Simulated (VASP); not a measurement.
Given:

```
CELL_PARAMETERS angstrom
      0.00000     2.79779     2.79779
      2.79779     0.00000     2.79779
      2.79779     2.79779     0.00000
ATOMIC_POSITIONS crystal
  Li 0.25000 0.25000 0.25000
  Li 0.75000 0.75000 0.75000
  S  0.00000 0.00000 0.00000
```

All values below come from PBE GGA with D3 dispersion (zero damping), VASP's PBE PAW potentials (set 64) (plane waves; VASP). Settings: 520 eV cut-off, 6×6×6 Γ-centred mesh, Gaussian smearing of 0.050 eV, potentials Li_sv S.

Question: Predict the energy per atom (σ→0), band gap (on the k-mesh) with the smallest direct gap where there is one.

Answer: 
| Property | Value |
|---|---|
| band gap (on the k-mesh) | 3.35 eV |
| smallest direct gap (on the k-mesh) | 4.56 eV |
| energy per atom (σ→0) | -4.186 eV/atom |

Only differences to runs with the same potentials and settings are physical.

The compound is Li2S in the antifluorite structure. It was relaxed first, which changed the volume by -6 %. The start is the result of an earlier pass.
